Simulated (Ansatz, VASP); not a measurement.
**SiO2: VASP beside Ansatz**

One calculation is typed for both programs; each brings its own data sets. How far apart do they land? Of the first pair: The cell is taken from a series of runs on this material, whose earlier steps may have relaxed, scaled, displaced or heated it; both programs get it as it stands.

Calculated with Ansatz 0.2.0; plane waves, with VASP 6.6.1 beside it; relaxation of cell and atoms at LDA.

## Step 1: Set-up

The structure is tetragonal, space group I-42d (No. 122). The conventional cell has a = 4.929 Å, b = 4.929 Å, c = 7.271 Å, α = 90.00°, β = 90.00°, γ = 90.00°. Nearest to Si lie 4 O at 1.60 Å. Nearest to O lie 2 Si at 1.60 Å. Farther neighbours and most contacts between anions are not listed.

## Step 2: VASP: relaxation of cell and atoms, LDA, pair 1

The relaxed volume is the usual yardstick between codes: in a stiff, nearly cubic crystal its relative difference is about their pressure difference at one cell divided by the bulk modulus.

Lines of VASP's logs that name or quote its potential files are left out, and so is its time.

Contents of INCAR:

```
SYSTEM = SiO2
PREC = Accurate
ENCUT = 600
EDIFF = 1E-07
NELM = 120
ISMEAR = 0
SIGMA = 0.01
LREAL = .FALSE.
ALGO = Normal
GGA = PW92
NBANDS = 22
LORBIT = 11
LWAVE = .FALSE.
LCHARG = .FALSE.
ISIF = 3
IBRION = 2
NSW = 80
EDIFFG = -0.005
LASPH = .TRUE.
GGA_COMPAT = .FALSE.
NELMIN = 4
EFERMI = MIDGAP
KPAR = 2
```

Contents of POSCAR:

```
SiO2
1.0
   -2.4646130000      2.4646130000      3.6357100000
    2.4646130000     -2.4646130000      3.6357100000
    2.4646130000      2.4646130000     -3.6357100000
Si O
2 4
Direct
    0.0000000000      0.0000000000      0.0000000000
    0.7500000000      0.2500000000      0.5000000000
    0.9709933669      0.6250000000      0.8459933669
    0.3750000000      0.2209933669      0.3459933669
    0.7790066331      0.1250000000      0.1540066331
    0.8750000000      0.0290066331      0.6540066331
```

Contents of KPOINTS:

```
Automatic mesh
0
Gamma
8 8 8
0 0 0
```

PAW data sets: Si and O (LDA family, release 64).

Command:

```console
mpirun -np 2 vasp_std
```

Numbers of over 12 decimals in the logs are rounded to 6 here.

What it wrote:

```text
[banner, memory and clock lines left out]
running    2 mpi-ranks, on    1 nodes
 distrk:  each k-point on    1 cores,    2 groups
 distr:  one band on    1 cores,    1 groups

 POSCAR found type information on POSCAR SiO
 POSCAR found :  2 types and       6 ions
|                                                                             |
|               ----> ADVICE to this user running VASP <----                  |
|                                                                             |
|     You enforced a specific xc type in the INCAR file but a different       |
|     [... a line on the potential file left out ...]
|     I HOPE YOU KNOW WHAT YOU ARE DOING!                                     |
|                                                                             |

 LDA part: xc-table for (Slater(with rela. corr.)+PW92), standard interpolation
 POSCAR, INCAR and KPOINTS ok, starting setup
 FFT: planning ... GRIDC
 FFT: planning ... GRID_SOFT
 FFT: planning ... GRID
 WAVECAR not read
 entering main loop
       N       E                     dE             d eps       ncg     rms          rms(c)
DAV:   1     0.204019886283E+03    0.20402E+03   -0.17682E+04  2596   0.145E+03
DAV:   2    -0.445774430924E+02   -0.24860E+03   -0.23935E+03  3578   0.313E+02
DAV:   3    -0.587233332158E+02   -0.14146E+02   -0.14094E+02  3286   0.806E+01
DAV:   4    -0.588851962909E+02   -0.16186E+00   -0.16176E+00  3202   0.973E+00
DAV:   5    -0.588877898738E+02   -0.25936E-02   -0.25931E-02  3250   0.123E+00    0.217E+01
DAV:   6    -0.521505243519E+02    0.67373E+01   -0.25997E+01  3040   0.330E+01    0.107E+01
DAV:   7    -0.520261964576E+02    0.12433E+00   -0.67340E-01  3124   0.495E+00    0.384E+00
DAV:   8    -0.519582164335E+02    0.67980E-01   -0.45386E-02  3166   0.181E+00    0.131E+00
DAV:   9    -0.519493797251E+02    0.88367E-02   -0.14669E-02  3286   0.992E-01    0.234E-01
DAV:  10    -0.519502040814E+02   -0.82436E-03   -0.18884E-03  3136   0.291E-01    0.806E-02
DAV:  11    -0.519501557749E+02    0.48307E-04   -0.70445E-04  3262   0.187E-01    0.209E-02
DAV:  12    -0.519501553179E+02    0.45702E-06   -0.37619E-05  3232   0.449E-02    0.730E-03
DAV:  13    -0.519501565767E+02   -0.12588E-05   -0.13574E-06  3244   0.784E-03    0.401E-03
DAV:  14    -0.519501566558E+02   -0.79135E-07   -0.10846E-07  2300   0.237E-03
   1 F= -.51950157E+02 E0= -.51950157E+02  d E =-.519502E+02
[...]
2 F= -.51945275E+02 E0= -.51945275E+02  d E =0.488213E-02
[...]
3 F= -.51954140E+02 E0= -.51954140E+02  d E =-.398347E-02
[...]
4 F= -.51954139E+02 E0= -.51954139E+02  d E =-.398253E-02
[...]
5 F= -.51954153E+02 E0= -.51954153E+02  d E =-.137100E-04
[...]
6 F= -.51954192E+02 E0= -.51954192E+02  d E =-.528794E-04
[...]
7 F= -.51954261E+02 E0= -.51954261E+02  d E =-.122263E-03
 curvature:  -5.40 expect dE=-0.608E-04 dE for cont linesearch -0.504E-04
 ZBRENT: increasing intervall
 opt :  19.3239  next Energy=   -51.954367 (dE=-0.228E-03)
 bond charge predicted
       N       E                     dE             d eps       ncg     rms          rms(c)
DAV:   1    -0.519549669832E+02   -0.70552E-03   -0.43591E-01  2596   0.504E+00    0.256E-01
DAV:   2    -0.519545419667E+02    0.42502E-03   -0.10616E-02  3220   0.751E-01    0.809E-02
DAV:   3    -0.519544031647E+02    0.13880E-03   -0.25230E-04  3126   0.132E-01    0.372E-02
DAV:   4    -0.519543637492E+02    0.39416E-04   -0.95896E-05  3256   0.807E-02    0.864E-03
DAV:   5    -0.519543639770E+02   -0.22776E-06   -0.13964E-05  3268   0.275E-02    0.696E-03
DAV:   6    -0.519543638917E+02    0.85320E-07   -0.14843E-07  2300   0.335E-03
   8 F= -.51954364E+02 E0= -.51954364E+02  d E =-.224709E-03
 curvature: -11.30 expect dE=-0.544E-04 dE for cont linesearch -0.421E-04
 trial: gam=-0.17796 g(F)=  0.445E-05 g(S)=  0.371E-06 ort = 0.772E-05 (trialstep = 0.457E+01)
 search vector abs. value=  0.257E-05
 reached required accuracy - stopping structural energy minimisation
```

OUTCAR, selected parts (step 2):

```text
ion  position               nearest neighbor table
   1  0.000  0.000  0.000-   3 1.60   4 1.60   5 1.60   6 1.60   2 3.06   2 3.06   2 3.06   2 3.06

  LATTYP: Found a body centered tetragonal cell.
 ALAT       =     4.9292260000
 C/A-ratio  =     1.4751646607

 Subroutine GETGRP returns: Found  8 space group operations
 (whereof  4 operations were pure point group operations)

The static configuration has the point symmetry S_4 .
 The point group associated with its full space group is D_2d.

 Found     59 irreducible k-points:

   k-points           NKPTS =     59   k-points in BZ     NKDIM =     59   number of bands    NBANDS=     22

   dimension x,y,z NGX =    40 NGY =   40 NGZ =   40
   dimension x,y,z NGXF=    80 NGYF=   80 NGZF=   80

   ENCUT  =  600.0 eV  44.10 Ry    6.64 a.u.  10.06 10.06 10.06*2*pi/ulx,y,z

   NELECT =      32.0000    total number of electrons

 k-points in reciprocal lattice and weights: Automatic mesh
   0.00000000  0.00000000  0.00000000       0.002
   0.12500000 -0.00000000  0.00000000       0.016
   0.25000000 -0.00000000  0.00000000       0.016
   0.37500000  0.00000000  0.00000000       0.016
   0.50000000 -0.00000000  0.00000000       0.008
   0.12500000  0.12500000  0.00000000       0.016
   0.25000000  0.12500000  0.00000000       0.031
   0.37500000  0.12500000 -0.00000000       0.031
   0.50000000  0.12500000 -0.00000000       0.031
[...]
-0.37500000 -0.37500000  0.37500000       0.004
   0.50000000  0.50000000  0.50000000       0.002

 average (electrostatic) potential at core
       1 -89.4424       2 -89.4424       3 -74.8699       4 -74.8699       5 -74.8699
       6 -74.8699

 E-fermi :   2.2638

 k-point     1 :       0.0000    0.0000    0.0000
  band No.  band energies     occupation
    ...
     12      -2.2526      2.00000
     13      -2.1981      2.00000
     14      -1.3016      2.00000
     15      -0.6144      2.00000
     16      -0.6144      2.00000
     17       5.1420      0.00000
     18       7.9891      0.00000
     19       9.9060      0.00000
     20       9.9060      0.00000
     21      10.0409      0.00000
    ...

 k-point     2 :       0.1250   -0.0000    0.0000
  band No.  band energies     occupation
    ...
     12      -2.2515      2.00000
     13      -2.2101      2.00000
     14      -1.2985      2.00000
     15      -0.6644      2.00000
     16      -0.6445      2.00000
     17       5.3857      0.00000
     18       8.1182      0.00000
     19       9.5002      0.00000
     20       9.8583      0.00000
     21      10.3671      0.00000
    ...

 k-point     3 :       0.2500   -0.0000    0.0000
  band No.  band energies     occupation
    ...
     12      -2.2539      2.00000
     13      -2.1969      2.00000
     14      -1.3317      2.00000
     15      -0.8031      2.00000
     16      -0.7084      2.00000
     17       6.0184      0.00000
     18       8.4485      0.00000
     19       9.1066      0.00000
     20       9.7766      0.00000
     21      10.1630      0.00000
    ...

  Total       -0.0007908     -0.0007908     -0.0066973      0.0000000      0.0000000      0.0000000
  in kB       -0.0142793     -0.0142793     -0.1209365      0.0000000      0.0000000      0.0000000
  external PRESSURE =      -0.0498317 kB  Pullay stress =       0.0000000 kB

  energy-cutoff  :      600.00
  volume of cell :       88.73
      direct lattice vectors                 reciprocal lattice vectors
    -2.466306499  2.466306499  3.646705420     0.000000000  0.202732304  0.137110060
     2.466306499 -2.466306499  3.646705420     0.202732304  0.000000000  0.137110060
     2.466306499  2.466306499 -3.646705420     0.202732304  0.202732304  0.000000000

 POSITION                                       TOTAL-FORCE (eV/Angst)
 -----------------------------------------------------------------------------------
     -0.00000      0.00000      0.00000        -0.000000      0.000000      0.000000
      0.00000      2.46631      1.82335        -0.000000      0.000000     -0.000000
      1.23315      2.94970      2.73503        -0.000000      0.004800      0.000000
      0.48339      1.23315      0.91168         0.004800      0.000000      0.000000
     -1.23315      1.98292      2.73503        -0.000000     -0.004800      0.000000
     -0.48339      3.69946      0.91168        -0.004800      0.000000      0.000000
 -----------------------------------------------------------------------------------
    total drift:                                0.000001      0.000001      0.000000

  FREE ENERGIE OF THE ION-ELECTRON SYSTEM (eV)
  ---------------------------------------------------
  free  energy   TOTEN  =       -51.9543638917 eV

  energy  without entropy=      -51.9543638917  energy(sigma->0) =      -51.95436389

 reached required accuracy - stopping structural energy minimisation

 total charge
# of ion       s       p       d       tot
------------------------------------------
    1        0.656   1.032   0.000   1.688
    2        0.656   1.032   0.000   1.688
    3        1.537   3.695   0.000   5.231
    4        1.537   3.695   0.000   5.231
    5        1.537   3.695   0.000   5.231
    6        1.537   3.695   0.000   5.231
--------------------------------------------------
tot          7.458  16.843   0.000  24.300

[... 3 further parts left out ...]
```

CONTCAR:

```
SiO2
   1.00000000000000
    -2.4663064993212487    2.4663064993212487    3.6467054197283142
     2.4663064993212487   -2.4663064993212487    3.6467054197283142
     2.4663064993212487    2.4663064993212487   -3.6467054197283142
  Si              O
     2     4
Direct
     0.0000000000000000    0.0000000000000000    0.0000000000000000
     0.7500000000000000    0.2500000000000000    0.5000000000000000
     0.9729989188213277    0.6250000000000000    0.8479989188213277
     0.3750000000000000    0.2229989188213278    0.3479989188213279
     0.7770010811786723    0.1250000000000000    0.1520010811786722
     0.8750000000000000    0.0270010811786722    0.6520010811786723
```

The run keeps the 8 symmetry operations of its start, so it cannot find a distortion of lower symmetry.

## Step 3: Ansatz: relaxation of cell and atoms, LDA, pair 1

Ansatz runs on norm-conserving files, of PseudoDojo where its log says so.

The same cell, functional (in two slightly different forms) and mesh now go to Ansatz, which takes its cutoff from its data sets.

Contents of input.yaml:

```yaml
crystal:
  lattice:
    - [-2.4646126848, 2.4646126848, 3.6357095405]
    - [2.4646126848, -2.4646126848, 3.6357095405]
    - [2.4646126848, 2.4646126848, -3.6357095405]
  atoms:
    - { symbol: Si, position: [0.0, 0.0, 0.0] }
    - { symbol: Si, position: [0.75, 0.25, 0.5] }
    - { symbol: O, position: [0.9709933467, 0.625, 0.8459933467] }
    - { symbol: O, position: [0.375, 0.2209933467, 0.3459933467] }
    - { symbol: O, position: [0.7790066533, 0.125, 0.1540066533] }
    - { symbol: O, position: [0.875, 0.0290066533, 0.6540066533] }
kpoints:
  mp_grid: { grid: [8, 8, 8] }
hamiltonian:
  xc: lda
  pseudopotentials: { kind: nc, accuracy: standard }
scf:
  occupations: { method: fixed }
output:
  forces: true
  stress: true
  eigenvalues: true
relax:
  adjacent_minimum: "off"
  f_tol: 0.001
  max_steps: 60
  cell: { stress_tol: 0.01 }
```

Command:

```console
ansatz run input.yaml --threads 4 --pin off --max-ram 7168MiB --backend cpu --events-out ev --progress --plain --runs-dir out
```

What it wrote:

```text
Engine: ansatz 0.2.0, aarch64-unknown-linux-gnu
Pseudopotentials: kind: nc
Pseudopotential: Si, nc, valence charge 4, recommended cutoff 435.38218 eV (normal), Si.nc.azcp (PseudoDojo's, or run here from an input of PseudoDojo's; its table is named by hamiltonian.pseudopotentials.accuracy)
Pseudopotential: O, nc, valence charge 6, recommended cutoff 1142.878222 eV (normal), O.nc.azcp (PseudoDojo's, or run here from an input of PseudoDojo's; its table is named by hamiltonian.pseudopotentials.accuracy)
Functional definition: SPW92
  exchange = slater_x
  correlation = pw_c
Crystal: 6 atoms, lattice volume = 88.338 Å³
Basis set: ecut = 1142.878222 eV, 7721 PW (Γ)
Bands: 22, of which v1, the nominal top of the filled ones, is band 16 counted from 1 (15 counted from 0)
Symmetry: 8 space group operations
Space group: I-42d (ITA 122), of the structure as read, at distance tolerance 4.5e-5 Å
k-points: 59 of 512 (time reversal used)
Non-local potential: Si, projectors of the file, l = 0: 2, l = 1: 2, l = 2: 2
Non-local potential: O, projectors of the file, l = 0: 2, l = 1: 2, l = 2: 1
Initial density: superposition of atomic densities (chi_scale 0.1, normalization cell, long waves kept (reshape's long-wave potential 0.00 eV rms))
Initial wavefunctions: pseudopotential atomic-orbital guess
Functional: x = slater, c = lda
SCF iter   1: F=—  HF=-2041.401208 eV  |F-HF|=—  |Δ(HF+E_count)|=         —  Δρ=1.26e-1  dr2=1.23e1  ethr=3.10e-3  ⟨swp⟩=5.1  Hψ=6463  notcnv=0  defer=165
preconditioner: auto → none  [insulator: Δε(μ)=7.673 eV  Ē_g=18.088 eV  n_scr=14 (ndim 8)  ℏωp=22.3 eV  f_vac=0.142  ε∞_Penn≈2.5]
SCF iter   2: F=—  HF=-2037.803013 eV  |F-HF|=—  |Δ(HF+E_count)|=    3.60e0  Δρ=6.06e-2  dr2=1.34e0  ethr=3.10e-3  ⟨swp⟩=5.1  Hψ=4174  notcnv=0  defer=205
SCF iter   3: F=—  HF=-2037.422714 eV  |F-HF|=—  |Δ(HF+E_count)|=   3.80e-1  Δρ=1.89e-2  dr2=1.30e-1  ethr=3.10e-3  ⟨swp⟩=2.4  Hψ=2413  notcnv=0  defer=207
SCF iter   4: F=—  HF=-2037.388263 eV  |F-HF|=—  |Δ(HF+E_count)|=   3.45e-2  Δρ=1.83e-3  dr2=1.03e-3  ethr=4.07e-4  ⟨swp⟩=2.3  Hψ=2280  notcnv=0  defer=235
SCF iter   5: F=—  HF=-2037.388067 eV  |F-HF|=—  |Δ(HF+E_count)|=   1.97e-4  Δρ=2.04e-4  dr2=1.46e-5  ethr=3.21e-6  ⟨swp⟩=2.1  Hψ=2246  notcnv=0  defer=236
SCF iter   6: F=—  HF=-2037.388027 eV  |F-HF|=—  |Δ(HF+E_count)|=   3.91e-5  Δρ=3.36e-5  dr2=2.78e-7  ethr=4.55e-8  ⟨swp⟩=2.5  Hψ=2050  notcnv=0  defer=232
SCF iter   7: F=-2037.388028 eV  HF=-2037.388028 eV  |F-HF|=3.22e-9  |Δ(HF+E_count)|=   6.92e-8  Δρ=2.81e-6  dr2=4.66e-9  ethr=3.13e-10  ⟨swp⟩=15.1  Hψ=9309  notcnv=0
SCF 1 converged in 7 iterations: F = -2037.388028 eV  dr2 = 4.66e-9
relax step   1: F+E_penalty+E_count = -2037.38802756 eV  Δ(F+E_penalty+E_count) = +0.000e0 eV  max|allowed force component| = 3.541e-3 eV/Å  Δτ_max = 0.0000 Å  P = -0.038 GPa  Ω = 88.338 Å³  (7 SCF iters, dr2 threshold 1.00e-7 eV, accepted)
[...]
relax step   2: F+E_penalty+E_count = -2037.38803086 eV  Δ(F+E_penalty+E_count) = -3.296e-6 eV  max|allowed force component| = 2.470e-3 eV/Å  Δτ_max = 0.0000 Å  P = -0.022 GPa  Ω = 88.331 Å³  energy of the carried Pulay correction = +1.496e-6 eV  (3 SCF iters, dr2 threshold 3.72e-9 eV, accepted)
[...]
relax step   3: F+E_penalty+E_count = -2037.38803378 eV  Δ(F+E_penalty+E_count) = -2.925e-6 eV  max|allowed force component| = 7.543e-4 eV/Å  Δτ_max = 0.0001 Å  P = +0.003 GPa  Ω = 88.322 Å³  energy of the carried Pulay correction = +3.238e-6 eV  (5 SCF iters, dr2 threshold 1.19e-9 eV, accepted)
[...]
relax step   4: F+E_penalty+E_count = -2037.38803065 eV  Δ(F+E_penalty+E_count) = +3.133e-6 eV  max|allowed force component| = 7.501e-4 eV/Å  Δτ_max = 0.0000 Å  P = +0.003 GPa  Ω = 88.322 Å³  stress off target by 4.03e-3 GPa  SCF on the basis re-selected at this cell (its energy is not comparable with the rows above)  (4 SCF iters)
basis re-selected at this cell: Δ(F+E_penalty+E_count) = +3.133e-6 eV, ΔP = -0.000 GPa vs the last step (what re-selecting the basis moved, of the pressure what is left beyond the Pulay correction that the steps carried, after the strain that the cell walked since its last selection, with what the two solves' SCF thresholds leave and, on support functions, any second-order correction that the steps lacked; it is no m [...]
SCF converged after 4 iterations
Free energy (F): -2037.388031 eV
Harris-Foulkes:  -2037.388031 eV  (|F-HF|=6.82e-13)
Internal energy: -2037.388031 eV  (E = F + TS)
E sigma→0 (E₀):  -2037.388031 eV
Fermi energy:    0.559984 eV
--- Per-component energies (eV) ---
  E_band       = -195.586220
  E_kinetic    = 1335.476122
  E_local      = -2357.038755  (includes V_loc(G=0)·N_el)
  E_nonlocal   = -278.810627
  E_hartree    = 856.743528
  E_xc         = -543.930636
  E_vxc        = -608.700017  (∫ρ·V_xc dr)
  E_ewald      = -1049.827663
  E_smearing   = -0.000000  (= −TS)
  E_closure    = 0.000000  (closes the sum)
  Σ components = -2037.388031   (vs F -2037.388031, Δ=0.00e0)
--- Forces (eV/Å), atoms counted from 1 ---
  atom   1  Si     0.00000000    -0.00000000     0.00000000
  atom   2  Si     0.00000000     0.00000000     0.00000000
  atom   3  O     -0.00000000    -0.00075013    -0.00000000
  atom   4  O     -0.00075013    -0.00000000     0.00000000
  atom   5  O     -0.00000000     0.00075013     0.00000000
  atom   6  O      0.00075013     0.00000000    -0.00000000
  max |Σ_I F_I| component: 2.60e-17 eV/Å
--- Stress (GPa, compression-positive) ---
        0.003028      -0.000000       0.000000
       -0.000000       0.003028       0.000000
        0.000000       0.000000       0.004033
  P = ⅓ Tr σ = 0.0034 GPa (0.034 kbar)
--- Band table (eV; the first three rows and the last of 59) ---
  k-point 0: bands = [... 12 lower, -1.0602, -0.1056, 0.5600, 0.5600, 6.3878, 9.2506, 11.1237, 11.1237, ... 2 higher]
  k-point 1: bands = [... 12 lower, -1.1164, -0.0909, 0.5111, 0.5115, 6.7172, 9.4570, 10.6331, 10.9656, ... 2 higher]
  k-point 2: bands = [... 12 lower, -1.0901, -0.0935, 0.3845, 0.3960, 7.5702, 9.9329, 10.3177, 10.6653, ... 2 higher]
  k-point 58: bands = [... 12 lower, -0.9464, -0.9464, 0.2189, 0.2189, 9.3307, 9.3307, 10.7348, 10.7348, ... 2 higher]
--- Relaxed structure (3 steps of the walk, 3 accepted, 1 SCFs on fresh bases) ---
  F+E_penalty+E_count = -2037.38803065 eV   max|allowed force component| = 7.501e-4 eV/Å   (the final SCF, on the basis selected at the relaxed cell)
  cell:  # Å, volume = 88.3222 Å³
    - [-2.464532, 2.464532, 3.635305]
    - [2.464532, -2.464532, 3.635305]
    - [2.464532, 2.464532, -3.635305]
  atoms:
    - { symbol: Si, position: [0, 0, 0] }
    - { symbol: Si, position: [0.750000, 0.250000, 0.500000] }
    - { symbol: O, position: [0.970963, 0.625, 0.845963] }
    - { symbol: O, position: [0.375, 0.220963, 0.345963] }
    - { symbol: O, position: [0.779037, 0.125000, 0.154037] }
    - { symbol: O, position: [0.875000, 0.029037, 0.654037] }
```

Reading the cycles: dr2 is the Hartree energy of the density residual (eV), the measure of convergence; HF is the Harris–Foulkes estimate of the energy, which meets the free energy F at convergence.

## Step 4: Comparison

Known differences besides the potentials themselves: fixed occupations in Ansatz, narrow Gaussian smearing in VASP; the cutoff is 1142.88 eV in Ansatz and 600 eV in VASP; VASP's log shows a relativistic correction to its local exchange, Ansatz's none; Ansatz adds a Pulay correction to the stress that steers its cell, VASP none. Total energies have different zeros and are not compared.

Compared:

| quantity | Ansatz | VASP | difference |
| --- | --- | --- | --- |
| volume (Å³) | 88.32 | 88.73 | -0.46 % |
| edge a after relaxation, in the typed setting (Å) | 5.036 | 5.046 | -0.20 % |

[end of part 1 of 2]

[Lines on the potential files, build, host, timing and source positions are cut from VASP's logs without a mark.]

[Logs are printed without paths, hosts, clocks, repeated set-up lines and the standing remarks that a program may print on its own settings, such as how far it seeks lower states.]

[Hosts, paths, dates, database ids (printed as entryN), source tags and the programs' standing remarks are cut or masked in the printed files.]
